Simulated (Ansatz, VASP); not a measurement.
**Cross-check of Ti2O between VASP and Ansatz**

Aim: how closely do two programs agree when they are given the same cell, functional and k mesh? The cell is taken from a series of runs on this material, whose earlier steps may have relaxed, scaled, displaced or heated it; both programs get it as it stands.

Calculated with Ansatz 0.2.0; plane waves, with VASP 6.6.1 beside it; relaxation of cell and atoms at PBEsol.

## Step 1: The starting structure

The structure is trigonal, space group P-3m1 (No. 164). Conventional cell: a = 2.954 Å, b = 2.954 Å, c = 4.718 Å, α = 90.00°, β = 90.00°, γ = 120.00°. Nearest to Ti lie 3 O at 2.11 Å. O has 6 Ti at 2.11 Å nearest. Farther neighbours and most contacts between anions are not listed.

## Step 2: Ansatz: relaxation of cell and atoms, PBEsol, pair 1

Ansatz runs on its PAW soft_1 files.

The relaxed volume is the usual yardstick between codes: in a stiff, nearly cubic crystal its relative difference is about their pressure difference at one cell divided by the bulk modulus.

The input, input.yaml:

```yaml
crystal:
  lattice:
    - [2.9541937265, 0.0, 0.0]
    - [-1.4770968632, 2.5584068148, 0.0]
    - [0.0, 0.0, 4.7176903403]
  atoms:
    - { symbol: Ti, position: [0.6666666667, 0.3333333333, 0.2630223058] }
    - { symbol: Ti, position: [0.3333333333, 0.6666666667, 0.7369776942] }
    - { symbol: O, position: [0.0, 0.0, 0.0] }
kpoints:
  mp_grid: { grid: [12, 12, 6] }
hamiltonian:
  xc: pbesol
  pseudopotentials: { kind: paw, azcp: { folder: soft_1 }, xc_functional: pbe }
scf:
  occupations: { method: gaussian, width: 0.1 }
output:
  forces: true
  stress: true
  eigenvalues: true
relax:
  adjacent_minimum: "off"
  f_tol: 0.005
  max_steps: 80
  cell: { stress_tol: 0.05 }
```

On the command line:

```bash
$ ansatz run input.yaml --threads 4 --pin off --max-ram 12288MiB --backend cpu --events-out ev --progress --plain --runs-dir out
```

Numbers of over 12 decimals in the logs are rounded to 6 here.

Log:

```text
Engine: ansatz 0.2.0, aarch64-unknown-linux-gnu
Pseudopotentials: kind: paw
Pseudopotential: Ti, paw, valence charge 12, recommended cutoff 420 eV (normal), soft_1/Ti.paw.azcp
Pseudopotential: O, paw, valence charge 6, recommended cutoff 420 eV (normal), soft_1/O.paw.azcp
Functional definition: PBEsol
  exchange = pbesol_x
  correlation = pbesol_c
Crystal: 3 atoms, lattice volume = 35.656 Å³
Basis set: ecut = 420 eV, 687 PW (Γ), exchange–correlation on 40×40×64 points (8 copies of the dense FFT grid, shifted against one another)
Bands: 19, of which v1, the nominal top of the filled ones, is band 15 counted from 1 (14 counted from 0)
Symmetry: 12 space group operations
Space group: P-3m1 (ITA 164), of the structure as read, at distance tolerance 3.3e-5 Å
k-points: 100 of 864
Non-local potential: Ti, projectors of the file, l = 0: 3, l = 1: 2, l = 2: 3, l = 3: 1
Non-local potential: O, projectors of the file, l = 0: 2, l = 1: 2, l = 2: 1
PAW form: soft (Blöchl's): semilocal exchange-correlation on the pseudo side does not see the compensation charge
PAW frozen core: Ti, regenerated for the run's functional, and the local potential with it (the file was generated under x = pbe(κ = 0.804, μ = 0.219515), c = pbe(β = 0.066725))
PAW frozen core: O, regenerated for the run's functional, and the local potential with it (the file was generated under x = pbe(κ = 0.804, μ = 0.219515), c = pbe(β = 0.066725))
PAW one-centre angular grid: Ti, 590 points (default); XC on 64 Gauss nodes
PAW one-centre angular grid: O, 110 points (default); XC on 64 Gauss nodes
Initial density: superposition of atomic densities (chi_scale 0.1, normalization cell, long waves kept (reshape's long-wave potential 0.11 eV rms))
Initial wavefunctions: pseudopotential atomic-orbital guess
Functional: x = pbesol(κ = 0.804, μ = 0.123457), c = pbesol(β = 0.046)
SCF iter   1: F=—  HF=-5515.774835 eV  |F-HF|=—  |Δ(HF+E_count)|=         —  Δρ=1.80e-1  dr2=2.05e1  ethr=3.10e-3  ⟨swp⟩=3.5  Hψ=7213  notcnv=0
preconditioner: auto → none  [metal: Δε(μ)=0.032 eV  Ē_g=6.847 eV  σ=0.100 eV  W_gap=0.18  n_scr=8 (ndim 8)  ℏωp=23.3 eV  f_vac=0.000  D(μ)=0.71/eV (n_scr^D=2)  sad-step TF]
SCF iter   2: F=—  HF=-5513.754246 eV  |F-HF|=—  |Δ(HF+E_count)|=    2.02e0  Δρ=1.06e-1  dr2=9.00e0  ethr=3.10e-3  ⟨swp⟩=2.0  Hψ=3799  notcnv=0
SCF iter   3: F=—  HF=-5511.912608 eV  |F-HF|=—  |Δ(HF+E_count)|=    1.84e0  Δρ=2.68e-2  dr2=2.37e-1  ethr=3.10e-3  ⟨swp⟩=3.6  Hψ=4781  notcnv=0
SCF iter   4: F=—  HF=-5511.843353 eV  |F-HF|=—  |Δ(HF+E_count)|=   6.93e-2  Δρ=8.32e-3  dr2=2.78e-2  ethr=7.89e-4  ⟨swp⟩=2.0  Hψ=3788  notcnv=0
SCF iter   5: F=—  HF=-5511.835373 eV  |F-HF|=—  |Δ(HF+E_count)|=   7.98e-3  Δρ=2.84e-3  dr2=3.08e-3  ethr=9.27e-5  ⟨swp⟩=2.0  Hψ=3340  notcnv=0
SCF iter   6: F=—  HF=-5511.834604 eV  |F-HF|=—  |Δ(HF+E_count)|=   7.69e-4  Δρ=6.76e-4  dr2=1.85e-4  ethr=1.03e-5  ⟨swp⟩=3.0  Hψ=3433  notcnv=0
SCF iter   7: F=—  HF=-5511.834568 eV  |F-HF|=—  |Δ(HF+E_count)|=   3.64e-5  Δρ=1.93e-4  dr2=1.67e-5  ethr=6.16e-7  ⟨swp⟩=2.1  Hψ=2503  notcnv=0
SCF iter   8: F=—  HF=-5511.834507 eV  |F-HF|=—  |Δ(HF+E_count)|=   6.10e-5  Δρ=2.18e-5  dr2=1.07e-7  ethr=5.57e-8  ⟨swp⟩=2.0  Hψ=2467  notcnv=0
SCF iter   9: F=-5511.834507 eV  HF=-5511.834507 eV  |F-HF|=3.79e-9  |Δ(HF+E_count)|=   2.17e-8  Δρ=3.22e-6  dr2=4.41e-9  ethr=3.33e-10  ⟨swp⟩=5.2  Hψ=8196  notcnv=0
SCF 1 converged in 9 iterations: F = -5511.834507 eV  dr2 = 4.41e-9
  greatest PAW one-centre occupation: 0.998 electrons in one spin orbital (limit 2), on the Ti atom at site 1 (counted from 0), in its partial waves of l = 0
relax step   1: F+E_penalty+E_count = -5511.83450665 eV  Δ(F+E_penalty+E_count) = +0.000e0 eV  max|allowed force component| = 2.494e-2 eV/Å  Δτ_max = 0.0000 Å  P = +0.007 GPa  Ω = 35.656 Å³  (9 SCF iters, dr2 threshold 1.00e-7 eV, accepted)
[...]
relax step   2: F+E_penalty+E_count = -5511.83436360 eV  Δ(F+E_penalty+E_count) = +1.431e-4 eV  max|allowed force component| = 3.230e-2 eV/Å  Δτ_max = 0.0022 Å  P = -0.172 GPa  Ω = 35.698 Å³  energy of the carried Pulay correction = -6.851e-5 eV  (6 SCF iters, dr2 threshold 3.00e-7 eV, rejected (line search))
[...]
relax step   3: F+E_penalty+E_count = -5511.83458182 eV  Δ(F+E_penalty+E_count) = -7.518e-5 eV  max|allowed force component| = 5.181e-5 eV/Å  Δτ_max = 0.0009 Å  P = -0.021 GPa  Ω = 35.665 Å³  energy of the carried Pulay correction = -1.427e-5 eV  (6 SCF iters, accepted)
[...]
relax step   4: F+E_penalty+E_count = -5511.83460228 eV  Δ(F+E_penalty+E_count) = -2.046e-5 eV  max|allowed force component| = 4.142e-5 eV/Å  Δτ_max = 0.0000 Å  P = -0.020 GPa  Ω = 35.665 Å³  stress off target by 2.56e-2 GPa  SCF on the basis re-selected at this cell (its energy is not comparable with the rows above)  (8 SCF iters)
basis re-selected at this cell: Δ(F+E_penalty+E_count) = -2.046e-5 eV, ΔP = +0.001 GPa vs the last step (what re-selecting the basis moved, of the pressure what is left beyond the Pulay correction that the steps carried, after the strain that the cell walked since its last selection, with what the two solves' SCF thresholds leave and, on support functions, any second-order correction that the steps lacked; it is no m [...]
SCF converged after 8 iterations
Free energy (F): -5511.834602 eV
Harris-Foulkes:  -5511.834602 eV  (|F-HF|=9.09e-13)
Internal energy: -5511.829809 eV  (E = F + TS)
E sigma→0 (E₀):  -5511.832206 eV
Entropy (-TS):   -0.004793 eV (-1.598 meV/atom)
Fermi energy:    15.462572 eV
--- Per-component energies (eV) ---
  E_band       = -255.966304
  E_kinetic    = 732.586175
  E_local      = -1864.685504  (includes V_loc(G=0)·N_el)
  E_nonlocal   = 176.617811
  E_hartree    = 735.927269
  E_xc         = -302.974765
  E_vxc        = -383.182564  (∫ρ·V_xc dr)
  E_paw        = -2191.028039  (= ΣΔE_a)
  E_vpaw       = -389.157341  (= ΣTr[D̂ρ^β])
  E_aug_tail   = 0.000579  (compensation charges beyond the density's cutoff)
  E_ewald      = -2798.587394
  E_core_change = 0.314057  (= ΣΔE_core)
  E_smearing   = -0.004793  (= −TS)
  E_closure    = -0.000000  (closes the sum)
  Σ components = -5511.834602   (vs F -5511.834602, Δ=0.00e0)
--- Forces (eV/Å), atoms counted from 1 ---
  atom   1  Ti     0.00000000    -0.00000000    -0.00004142
  atom   2  Ti     0.00000000     0.00000000     0.00004142
  atom   3  O     -0.00000000    -0.00000000     0.00000000
  max |Σ_I F_I| component: 1.39e-17 eV/Å
--- Stress (GPa, compression-positive) ---
       -0.025568      -0.000000      -0.000000
       -0.000000      -0.025568      -0.000000
       -0.000000      -0.000000      -0.008695
  P = ⅓ Tr σ = -0.0199 GPa (-0.199 kbar)
--- Band table (eV; the first three rows and the last of 100) ---
  k-point 0: bands = [... 11 lower, 9.1044, 11.8083, 15.4461, 15.6586, 16.0342, 16.0342, 16.5068, 16.5068]
  k-point 1: bands = [... 11 lower, 9.0873, 12.1260, 15.0067, 15.9011, 15.9011, 16.1037, 16.5129, 16.5129]
  k-point 2: bands = [... 11 lower, 9.0539, 12.9051, 14.4811, 15.6465, 15.6465, 16.5468, 17.0070, 17.0070]
  k-point 99: bands = [... 11 lower, 8.3978, 14.1943, 14.7242, 14.7242, 16.5474, 16.5474, 16.7905, 18.3807]
--- Relaxed structure (3 steps of the walk, 2 accepted, 1 SCFs on fresh bases) ---
  F+E_penalty+E_count = -5511.83460228 eV   max|allowed force component| = 4.142e-5 eV/Å   (the final SCF, on the basis selected at the relaxed cell)
  cell:  # Å, volume = 35.6650 Å³
    - [2.952774, -2.8853581614351466e-11, 0]
    - [-1.476387, 2.557177, 0]
    - [0, 1.0911378279054895e-19, 4.723363]
  atoms:
    - { symbol: Ti, position: [0.666667, 0.333333, 0.262835] }
    - { symbol: Ti, position: [0.333333, 0.666667, 0.737165] }
    - { symbol: O, position: [0, 0, 0] }
```

The column dr2 measures how far the density is from self-consistency, as an energy; F and HF (Harris–Foulkes) agree once it is small.

## Step 3: VASP: relaxation of cell and atoms, PBEsol, pair 1

The same cell, functional, mesh and smearing now go to VASP, with its own data sets.

Lines of VASP's logs that name or quote its potential files are left out, and so is its time.

The input, INCAR:

```
SYSTEM = Ti2O
PREC = Accurate
ENCUT = 600
EDIFF = 1E-07
NELM = 120
ISMEAR = 0
SIGMA = 0.1
LREAL = .FALSE.
ALGO = Normal
GGA = PS
NBANDS = 21
LASPH = .TRUE.
LORBIT = 11
LWAVE = .FALSE.
LCHARG = .FALSE.
ISIF = 3
IBRION = 2
NSW = 80
EDIFFG = -0.005
GGA_COMPAT = .FALSE.
NELMIN = 4
```

The input, POSCAR:

```
Ti2O
1.0
    2.9541940000      0.0000000000      0.0000000000
   -1.4770970000      2.5584070000      0.0000000000
    0.0000000000      0.0000000000      4.7176900000
Ti O
2 1
Direct
    0.6666666015      0.3333332030      0.2630223690
    0.3333333985      0.6666667970      0.7369778430
    0.0000000000      0.0000000000      0.0000000000
```

The input, KPOINTS:

```
Automatic mesh
0
Gamma
12 12 6
0 0 0
```

PAW data sets: Ti_sv and O (PBE family, release 64).

On the command line:

```bash
$ mpirun -np 1 vasp_std
```

Log:

```text
[banner, memory and clock lines left out]
running    1 mpi-ranks, on    1 nodes
 distrk:  each k-point on    1 cores,    1 groups
 distr:  one band on    1 cores,    1 groups

 POSCAR found type information on POSCAR TiO
 POSCAR found :  2 types and       3 ions
|                                                                             |
|               ----> ADVICE to this user running VASP <----                  |
|                                                                             |
|     You enforced a specific xc type in the INCAR file but a different       |
|     [... a line on the potential file left out ...]
|     I HOPE YOU KNOW WHAT YOU ARE DOING!                                     |
|                                                                             |

 LDA part: xc-table for (Slater+PW92), standard interpolation
 POSCAR, INCAR and KPOINTS ok, starting setup
 FFT: planning ... GRIDC
 FFT: planning ... GRID_SOFT
 FFT: planning ... GRID
 WAVECAR not read
 entering main loop
       N       E                     dE             d eps       ncg     rms          rms(c)
DAV:   1     0.363036586980E+03    0.36304E+03   -0.16793E+04  4200   0.197E+03
DAV:   2     0.143677652642E+02   -0.34867E+03   -0.33566E+03  4360   0.527E+02
DAV:   3    -0.285653703846E+02   -0.42933E+02   -0.41919E+02  6657   0.159E+02
DAV:   4    -0.317930979725E+02   -0.32277E+01   -0.32058E+01  5644   0.404E+01
DAV:   5    -0.319353989456E+02   -0.14230E+00   -0.14225E+00  5684   0.730E+00    0.180E+01
DAV:   6    -0.278264950676E+02    0.41089E+01   -0.23402E+01  5571   0.488E+01    0.578E+00
DAV:   7    -0.276254260581E+02    0.20107E+00   -0.19929E+00  6087   0.110E+01    0.322E+00
DAV:   8    -0.276126218691E+02    0.12804E-01   -0.18459E-01  5699   0.395E+00    0.109E+00
DAV:   9    -0.276147043171E+02   -0.20824E-02   -0.42921E-02  6318   0.196E+00    0.440E-01
DAV:  10    -0.276154263708E+02   -0.72205E-03   -0.95582E-03  5498   0.860E-01    0.668E-02
DAV:  11    -0.276154192648E+02    0.71060E-05   -0.66060E-04  6422   0.344E-01    0.419E-02
DAV:  12    -0.276154067428E+02    0.12522E-04   -0.24949E-04  5631   0.152E-01    0.155E-02
DAV:  13    -0.276154015530E+02    0.51898E-05   -0.40465E-05  5690   0.677E-02    0.447E-03
DAV:  14    -0.276154011654E+02    0.38758E-06   -0.20450E-06  5594   0.140E-02    0.135E-03
DAV:  15    -0.276154012127E+02   -0.47269E-07   -0.21215E-07  3938   0.430E-03
   1 F= -.27615401E+02 E0= -.27613039E+02  d E =-.276154E+02
[...]
2 F= -.27615498E+02 E0= -.27613120E+02  d E =-.970172E-04
[...]
3 F= -.27615533E+02 E0= -.27613161E+02  d E =-.132091E-03
[...]
4 F= -.27615590E+02 E0= -.27613218E+02  d E =-.563257E-04
[...]
5 F= -.27615593E+02 E0= -.27613222E+02  d E =-.597983E-04
 curvature:  -0.78 expect dE=-0.133E-04 dE for cont linesearch -0.367E-07
 trial: gam= 0.11454 g(F)=  0.122E-04 g(S)=  0.485E-05 ort = 0.241E-05 (trialstep = 0.993E+00)
 search vector abs. value=  0.192E-04
 bond charge predicted
       N       E                     dE             d eps       ncg     rms          rms(c)
DAV:   1    -0.276155779777E+02    0.15075E-04   -0.35155E-03  5782   0.128E+00    0.287E-02
DAV:   2    -0.276156019146E+02   -0.23937E-04   -0.42168E-04  4210   0.188E-01    0.140E-02
DAV:   3    -0.276155995220E+02    0.23926E-05   -0.36308E-05  6739   0.562E-02    0.654E-03
DAV:   4    -0.276156000247E+02   -0.50270E-06   -0.34149E-06  5654   0.171E-02    0.377E-03
DAV:   5    -0.276156004582E+02   -0.43346E-06   -0.32523E-07  4511   0.469E-03    0.216E-03
DAV:   6    -0.276156009171E+02   -0.45894E-06   -0.44013E-07  4592   0.417E-03    0.936E-04
DAV:   7    -0.276156010350E+02   -0.11789E-06   -0.54151E-08  2301   0.182E-03    0.247E-04
DAV:   8    -0.276156010881E+02   -0.53104E-07   -0.30278E-08  2190   0.127E-03
   6 F= -.27615601E+02 E0= -.27613248E+02  d E =-.798610E-05
 trial-energy change:   -0.000008  1 .order   -0.000008   -0.000017    0.000001
 step:   0.9626(harm=  0.9626)  dis= 0.00062  next Energy=   -27.615601 (dE=-0.835E-05)
 reached required accuracy - stopping structural energy minimisation
```

From OUTCAR (step 3):

```text
ion  position               nearest neighbor table
   1  0.667  0.333  0.263-   3 2.11   3 2.11   3 2.11   2 2.81   2 2.81   2 2.81
   2  0.333  0.667  0.737-   3 2.11   3 2.11   3 2.11   1 2.81   1 2.81   1 2.81
   3  0.000  0.000  0.000-   2 2.11   2 2.11   2 2.11   1 2.11   1 2.11   1 2.11

  LATTYP: Found a hexagonal cell.
 ALAT       =     2.9541940000
 C/A-ratio  =     1.5969465783

 Subroutine GETGRP returns: Found 12 space group operations
 (whereof 12 operations were pure point group operations)

The static configuration has the point symmetry D_3d.

 Found    100 irreducible k-points:

   k-points           NKPTS =    100   k-points in BZ     NKDIM =    100   number of bands    NBANDS=     21

   dimension x,y,z NGX =    24 NGY =   24 NGZ =   40
   dimension x,y,z NGXF=    48 NGYF=   48 NGZF=   80

   ENCUT  =  600.0 eV  44.10 Ry    6.64 a.u.   5.90  5.90  9.42*2*pi/ulx,y,z

   NELECT =      30.0000    total number of electrons

 k-points in reciprocal lattice and weights: Automatic mesh
   0.00000000  0.00000000  0.00000000       0.001
   0.08333333  0.00000000  0.00000000       0.007
   0.16666667 -0.00000000  0.00000000       0.007
   0.25000000  0.00000000  0.00000000       0.007
   0.33333333  0.00000000  0.00000000       0.007
   0.41666667  0.00000000  0.00000000       0.007
   0.50000000  0.00000000  0.00000000       0.003
   0.08333333  0.08333333  0.00000000       0.007
   0.16666667  0.08333333  0.00000000       0.014
[...]
0.33333333  0.25000000  0.50000000       0.014
   0.33333333  0.33333333  0.50000000       0.002

 average (electrostatic) potential at core
       1 -70.8235       2 -70.8235       3 -68.0609

 E-fermi :  10.0066

 k-point     1 :       0.0000    0.0000    0.0000
  band No.  band energies     occupation
    ...
     10       2.1390      2.00000
     11       3.6989      2.00000
     12       3.6989      2.00000
     13       6.3556      2.00000
     14       9.9792      1.30162
     15      10.2000      0.00623
     16      10.5721      0.00000
     17      10.5721      0.00000
     18      11.0585      0.00000
     19      11.0585      0.00000
    ...

 k-point     2 :       0.0833    0.0000    0.0000
  band No.  band energies     occupation
    ...
     10       2.2166      2.00000
     11       3.4415      2.00000
     12       3.6764      2.00000
     13       6.6017      2.00000
     14       9.4690      2.00000
     15      10.2386      0.00103
     16      10.6565      0.00000
     17      10.7680      0.00000
     18      10.8822      0.00000
     19      11.0882      0.00000
    ...

 k-point     3 :       0.1667   -0.0000    0.0000
  band No.  band energies     occupation
    ...
     11       2.8990      2.00000
     12       3.6106      2.00000
     13       7.1072      2.00000
     14       8.8892      2.00000
     15       9.9405      1.65030
     16      10.7117      0.00000
     17      10.8760      0.00000
     18      11.1194      0.00000
     19      11.3966      0.00000
     20      12.0190      0.00000
    ...

  Total        0.0047250      0.0047250      0.0077374      0.0000000      0.0000000     -0.0000000
  in kB        0.2120833      0.2120833      0.3472922      0.0000000      0.0000000     -0.0000000
  external PRESSURE =       0.2571530 kB  Pullay stress =       0.0000000 kB

  energy-cutoff  :      600.00
  volume of cell :       35.70
      direct lattice vectors                 reciprocal lattice vectors
     2.952503569  0.000000000 -0.000000000     0.338695611  0.195546006  0.000000000
    -1.476251784  2.556943044 -0.000000000     0.000000000  0.391092012  0.000000000
    -0.000000000  0.000000000  4.728229347     0.000000000  0.000000000  0.211495663

 POSITION                                       TOTAL-FORCE (eV/Angst)
 -----------------------------------------------------------------------------------
      1.47625      0.85231      1.24598         0.000000      0.000000      0.000813
      0.00000      1.70463      3.48225        -0.000000      0.000000     -0.000813
      1.47625      2.55694      4.72823         0.000000      0.000000      0.000000
 -----------------------------------------------------------------------------------
    total drift:                               -0.000000      0.000000     -0.001743

  FREE ENERGIE OF THE ION-ELECTRON SYSTEM (eV)
  ---------------------------------------------------
  free  energy   TOTEN  =       -27.6156010881 eV

  energy  without entropy=      -27.6108952559  energy(sigma->0) =      -27.61324817

 reached required accuracy - stopping structural energy minimisation

 total charge
# of ion       s       p       d       tot
------------------------------------------
    1        2.205   6.179   1.940  10.324
    2        2.205   6.179   1.940  10.324
    3        1.550   3.492   0.000   5.042
--------------------------------------------------
tot          5.961  15.849   3.880  25.690

[... 3 further parts left out ...]
```

CONTCAR:

```
Ti2O
   1.00000000000000
     2.9525035686521721    0.0000000000000000   -0.0000000000000000
    -1.4762517843260861    2.5569430435982912   -0.0000000000000000
    -0.0000000000000000    0.0000000000000000    4.7282293470580461
  Ti              O
     2     1
Direct
     0.6666666014999976    0.3333332030000022    0.2635200706986459
     0.3333333985000024    0.6666667969999978    0.7364801413013504
     1.0000000000000000    1.0000000000000000    1.0000000000000000
```

This run has no spin polarisation, so a moment on Ti, if there is one, isn't seen. The run keeps the 12 symmetry operations of its start, so it cannot find a distortion of lower symmetry.

## Step 4: Differences

Known differences besides the potentials themselves: the cutoff is 420 eV in Ansatz and 600 eV in VASP; Ansatz makes its cores anew for this functional, VASP keeps those of its PBE data sets; Ansatz adds a Pulay correction to the stress that steers its cell, VASP none. Total energies have different zeros and are not compared.

Compared:

```
                                         quantity  Ansatz   VASP  difference
                                      volume (Å³)   35.66  35.70     -0.08 %
edge a after relaxation, in the typed setting (Å)   2.953  2.953     +0.01 %
edge c after relaxation, in the typed setting (Å)   4.723  4.728     -0.10 %
```

(Part 1 of 2 ends here.)

[Lines on the potential files, build, host, timing and source positions are cut from VASP's logs without a mark.]

[Logs are printed without paths, hosts, clocks, repeated set-up lines and the standing remarks that a program may print on its own settings, such as how far it seeks lower states.]

[Hosts, paths, dates, database ids (printed as entryN), source tags and the programs' standing remarks are cut or masked in the printed files.]
